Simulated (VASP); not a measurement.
Energy against volume of CoGa (CsCl type). Computed with rev-vdW-DF2, VASP's PBE PAW potentials (set 64) (plane waves; VASP 6.6.1). Run with 520 eV cut-off, 13×13×13 Γ-centred mesh, first-order Methfessel-Paxton smearing of 0.10 eV, potentials Ga_d Co.

| V (Å³/atom) | E (eV/atom) |
|---|---|
| 10.987 | -2.65969 |
| 11.338 | -2.68073 |
| 11.689 | -2.68717 |
| 12.039 | -2.68134 |

Question: Fit these four points and predict the energy of the run at 12.390 Å³/atom.

Answer: A cubic in V^(−2/3), the third-order Birch-Murnaghan form, passes through the four points with V0 = 11.69 Å³/atom and B0 = 187 GPa, and gives -2.6651 eV/atom there. The run gave -2.6652 eV/atom, -0.1 meV/atom from the fit; all five points give B0 = 186 GPa.

The compound is CoGa in the CsCl type structure. It was relaxed first. The run is not spin-polarised, so no magnetic state was tried.
